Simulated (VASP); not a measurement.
Data:

```
CELL_PARAMETERS angstrom
      2.95566     0.00000     0.00000
     -1.47783     2.55967     0.00000
      0.00000     0.00000     7.17494
ATOMIC_POSITIONS crystal
  Mg 0.00000 0.00000 0.00000
  Al 0.33333 0.66667 0.65753
  Al 0.66667 0.33333 0.34247
```

Computed with PBEsol GGA, VASP's PBE PAW potentials (set 64) (plane waves; VASP). Run with 400 eV cut-off, 13×13×5 Γ-centred mesh, tetrahedra with Blöchl corrections, potentials Mg Al.

What does the run give for the energy per atom (σ→0), band gap (on the k-mesh) with the smallest direct gap where there is one?

```yaml
band gap (on the k-mesh): none (metal, semimetal or under 0.01 eV)
energy per atom (σ→0): -3.266 eV/atom
```

The structure comes from a computed database's MgAl2 entry (P-3m1); how it stands against other phases isn't given here. It was relaxed first.
